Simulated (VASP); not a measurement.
# CH₂IF: screened Coulomb integrals of an active space by constrained RPA

CH₂IF, molecule in box, 5 atoms in the cell.

| Functional | Screened U within a state, mean (eV) | Screened U' between states, mean (eV) | Screened J (eV) | Bare U within a state, mean (eV) | Bare U' between states, mean (eV) | Time (s) |
|---|---|---|---|---|---|---|
| LDA | 7.05 | 6.14 | 0.27 | 9.80 | 8.13 | 756 |
| PBE | 6.99 | 6.09 | 0.27 | 9.71 | 8.06 | 338 |
| r2SCAN | 7.31 | 6.36 | 0.29 | 9.90 | 8.21 | 868 |
| PBE0 | 7.16 | 6.21 | 0.25 | 9.22 | 7.64 | 410 |
| HSE06 | 7.06 | 6.12 | 0.26 | 9.35 | 7.76 | 487 |

Limits: the cutoff lies under the usual one of these potentials, so the numbers hold a basis-set error; the periodic box is only 6.82 Å wide at its narrowest and no larger one was tried.

## Input of the first row

INCAR.step1:
```
SYSTEM = H2CIF
ALGO = Normal
EDIFF = 1E-7
ENCUT = 420
GGA = CA
ISMEAR = -1
LASPH = .True.
LCHARG = .False.
LWAVE = .True.
NELM = 150
PREC = Accurate
SIGMA = 0.02
```

INCAR.step2, as INCAR.step1 but for:
```
- ALGO = Normal
- NELM = 150
+ ALGO = Exact
+ LOPTICS = .True.
+ NBANDS = 130
+ NELM = 1
```

INCAR.step3:
```
SYSTEM = H2CIF
ALGO = CRPA
ENCUT = 420
ENCUTGW = 90
GGA = CA
ISMEAR = -1
LASPH = .True.
LCHARG = .False.
LOCALIZED_BASIS = BLOCH
LWAVE = .False.
NBANDS = 132
NCRPA_BANDS = 10 11
NTARGET_STATES = 10 11
PREC = Accurate
PRECFOCK = Fast
SIGMA = 0.02
```

KPOINTS:
```
k-points
0
Gamma
  1 1 1
```

POSCAR:
```
H2CIF
1.0
    7.8300000000      0.0000000000      0.0000000000
    0.0000000000      6.8200000000      0.0000000000
    0.0000000000      0.0000000000      7.0400000000
F C I H
1 1 1 2
Direct
    0.6806258000      0.6336436900      0.4531960300
    0.5483524800      0.5126759500      0.4928125100
    0.3193742000      0.6097434000      0.3553693200
    0.5748531300      0.3663563100      0.4387500100
    0.5223882500      0.5138343100      0.6446306800
```

Commands (each step's output is kept before the next begins):
```
cat potpaw_LDA.64/F_GW/POTCAR potpaw_LDA.64/C_GW/POTCAR potpaw_LDA.64/I_GW/POTCAR potpaw_LDA.64/H_GW/POTCAR > POTCAR
cp INCAR.step1 INCAR
mpirun -np 4 vasp_std > vasp.out
cp INCAR.step2 INCAR
mpirun -np 4 vasp_std > vasp.out
cp INCAR.step3 INCAR
mpirun -np 4 vasp_std > vasp.out
```

Changes of the last row against the first:
```
(all steps)
- GGA = CA
+ GGA = PE
+ LHFCALC = True
+ HFSCREEN = 0.2
- cat potpaw_LDA.64/F_GW/POTCAR potpaw_LDA.64/C_GW/POTCAR potpaw_LDA.64/I_GW/POTCAR potpaw_LDA.64/H_GW/POTCAR > POTCAR
+ cat potpaw_PBE.64/F_GW/POTCAR potpaw_PBE.64/C_GW/POTCAR potpaw_PBE.64/I_GW/POTCAR potpaw_PBE.64/H_GW/POTCAR > POTCAR
```

VASP 6.6.1 took 756 s on 4 cores (Intel Xeon Platinum 8488C (Sapphire Rapids)), a shared host.
